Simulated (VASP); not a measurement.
Data:

```
CELL_PARAMETERS angstrom
     11.81851     0.00000     0.00000
      0.00000     4.07535     0.00000
      0.00000     0.00000    11.37714
ATOMIC_POSITIONS crystal
  Bi 0.01755 0.25000 0.32634
  Bi 0.98245 0.75000 0.67366
  Bi 0.48245 0.75000 0.82634
  Bi 0.51755 0.25000 0.17366
  Bi 0.15647 0.75000 0.03264
  Bi 0.84353 0.25000 0.96736
  Bi 0.34353 0.25000 0.53264
  Bi 0.65647 0.75000 0.46736
  S  0.45179 0.75000 0.37125
  S  0.54821 0.25000 0.62875
  S  0.04821 0.25000 0.87125
  S  0.95179 0.75000 0.12875
  S  0.12160 0.75000 0.44355
  S  0.87840 0.25000 0.55645
  S  0.37840 0.25000 0.94355
  S  0.62160 0.75000 0.05645
  S  0.71064 0.25000 0.30866
  S  0.28936 0.75000 0.69134
  S  0.78936 0.75000 0.80866
  S  0.21064 0.25000 0.19134
```

Level of theory: PBE GGA, VASP's PBE PAW potentials (set 64) (plane waves; VASP). Settings: LREAL = Auto, 300 eV cut-off, 1×3×1 Γ-centred mesh, Fermi-Dirac smearing of 0.050 eV, potentials Bi_d S.

At this cut-off the stress carries a Pulay error, which pulls relaxed volumes low.

Which forces act on the atoms, in eV/Å?

```csv
atom,Fx,Fy,Fz
Bi1,0.406,0.000,0.104
Bi2,-0.406,0.000,-0.104
Bi3,-0.406,0.000,0.104
Bi4,0.406,0.000,-0.104
Bi5,-0.214,0.000,0.321
Bi6,0.214,0.000,-0.321
Bi7,0.214,0.000,0.321
Bi8,-0.214,0.000,-0.321
S9,0.114,0.000,0.079
S10,-0.114,0.000,-0.079
S11,-0.114,0.000,0.079
S12,0.114,0.000,-0.079
S13,-0.112,0.000,-0.052
S14,0.112,0.000,0.052
S15,0.112,0.000,-0.052
S16,-0.112,0.000,0.052
S17,-0.285,0.000,0.292
S18,0.285,0.000,-0.292
S19,0.285,0.000,0.292
S20,-0.285,0.000,-0.292
```

Give the stress tensor in GPa (positive for a compressed cell).

```
-2.18   0.00   0.00
 0.00  -2.50   0.00
 0.00   0.00  -3.22
```
The pressure is its mean diagonal, -2.63 GPa.

The structure comes from a computed database's Bi2S3 entry, a phase known from measurement. The cell was not relaxed at this level. The k-mesh is coarse (spacing up to 0.55 per Å, 2π included), so the numbers may not be converged in it.
